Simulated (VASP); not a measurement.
VASP runs on WSi2 (space group I4/mmm) share one base input (PBE GGA, plane waves, VASP's PBE PAW potentials (set 64)) and change the settings named in each case.

### KPOINTS
```
Automatic
0
G
 12 12 12
0 0 0
```

INCAR:
```
LMAXMIX=6   # l cut-off of mixed one-centre charges
ISMEAR=-1
LWAVE=.FALSE.
ISIF=2   # forces and stress, cell fixed
ENCUT=300   # plane-wave cut-off (eV)
EDIFF=1E-6   # SCF stop (eV)
GGA=PE   # PBE
SIGMA=0.1   # width (eV)
LREAL=.FALSE.
NELM=100   # most electronic steps
SYSTEM=WSi2
ALGO=Normal   # blocked Davidson
LASPH=.TRUE.   # aspherical one-centre terms
PREC=Accurate
LCHARG=.FALSE.
```

**POSCAR**
```
WSi2
1
   -1.6050000000     1.6050000000     3.9150000000
    1.6050000000    -1.6050000000     3.9150000000
    1.6050000000     1.6050000000    -3.9150000000
Si W
2 1
Direct
  0.6650000000   0.6650000000   0.0000000000
  0.3350000000   0.3350000000   0.0000000000
  0.0000000000   0.0000000000   0.0000000000
```

POTCAR, in this order: Si W_sv (PBE.64 set). Program: vasp_std.

```
change                                         E(σ→0) (eV/atom)  pressure (GPa)  largest force (eV/Å)  −TS (eV)
---------------------------------------------  ----------------  --------------  --------------------  --------
base run                                                -8.2621            3.46                 0.132   -0.0105
SIGMA = 0.03, KPOINTS 8×8×8 Γ-centred mesh              -8.2628            3.40                 0.079   -0.0008
KPOINTS 8×8×8 Γ-centred mesh                            -8.2628            3.47                 0.103   -0.0097
SIGMA = 0.3, KPOINTS 8×8×8 Γ-centred mesh               -8.2565            4.17                 0.192   -0.1723
SIGMA = 0.03, KPOINTS 10×10×10 Γ-centred mesh           -8.2614            3.43                 0.090   -0.0014
KPOINTS 10×10×10 Γ-centred mesh                         -8.2615            3.46                 0.121   -0.0123
SIGMA = 0.3, KPOINTS 10×10×10 Γ-centred mesh            -8.2564            4.16                 0.193   -0.1726
SIGMA = 0.03                                            -8.2624            3.41                 0.139   -0.0007
SIGMA = 0.3                                             -8.2564            4.16                 0.193   -0.1725
SIGMA = 0.03, KPOINTS 14×14×14 Γ-centred mesh           -8.2625            3.42                 0.112   -0.0006
KPOINTS 14×14×14 Γ-centred mesh                         -8.2622            3.45                 0.127   -0.0104
SIGMA = 0.3, KPOINTS 14×14×14 Γ-centred mesh            -8.2564            4.16                 0.194   -0.1725
ENCUT = 120                                             -7.9353         -145.00                 0.144   -0.0093
```
 Energies of different potentials or functionals have different zeros.  Unless said otherwise, spin-orbit coupling is left out, though it shifts the bands of the heavy elements here.

Left out are runs that ran out of time, are held back, or changed the cell or the kind of run, fixed moments of cells without a moment, rows past the twelfth, gaps on odd meshes, pressures of charged cells and columns that move by less than the noise.

The structure is a typed WSi2 crystal. The cell was not relaxed at this level, forces remain on its atoms.
